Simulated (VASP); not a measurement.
Input:

```
CELL_PARAMETERS angstrom
      0.00000     2.29000     2.29000
      2.29000     0.00000     2.29000
      2.29000     2.29000     0.00000
ATOMIC_POSITIONS crystal
  Zr 0.00000 0.00000 0.00000
  N  0.50000 0.50000 0.50000
```

The numbers are results of PBE GGA, VASP's PBE PAW potentials (set 64) (plane waves; VASP), not measurements. Run with 520 eV cut-off, 12×12×12 Γ-centred mesh, first-order Methfessel-Paxton smearing of 0.10 eV, potentials Zr_sv N.

**Question.** What does the run give for the energy per atom (σ→0), pressure, band gap (on the k-mesh) with the smallest direct gap where there is one?

**Answer.** 
band gap (on the k-mesh): none (metal, semimetal or under 0.01 eV)
energy per atom (σ→0): -10.188 eV/atom
pressure: 2.63 GPa

Only differences to runs with the same potentials and settings are physical.

The compound is ZrN in the rock salt structure. The cell was not relaxed at this level. The electron count is odd and the run is not spin-polarised, which forces a metal.
